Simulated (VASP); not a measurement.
In ZrC (rock salt type) the Zr atom of the primitive cell, with all its periodic images, is moved by 0.06 Å along [111].

```
Zr C
1.0
     0.00000    2.35500    2.35500
     2.35500    0.00000    2.35500
     2.35500    2.35500    0.00000
Zr C
1 1
Direct
  0.00735 0.00735 0.00735
  0.50000 0.50000 0.50000
```

Level of theory: HSE06, plane waves, PAW potentials of the _GW family in VASP.

Cutoff 900 eV; orbitals from an earlier step on the same cell; potentials Zr_sv_GW C_GW; PREC = Accurate; HFSCREEN = 0.208; HFRCUT = 0; PRECFOCK = Normal; k-mesh 4×4×4 Γ-centred; Fermi–Dirac smearing of 0.1 eV; no spin polarisation.

Task: What force results?

Result: The force on it along the displacement is -0.1367 eV/Å, a force constant of 2.28 eV/Å². The cell stands under a pressure of -2.9 GPa, which shifts the constant from its value at the relaxed volume.

| atom | Fx (eV/Å) | Fy (eV/Å) | Fz (eV/Å) |
| --- | --- | --- | --- |
| Zr1 | -0.0789 | -0.0789 | -0.0789 |
| C2 | 0.0789 | 0.0789 | 0.0789 |

The k-mesh is coarse, so these values belong to this mesh and can lie far from the converged ones. Potentials made with PBE were used with another functional.
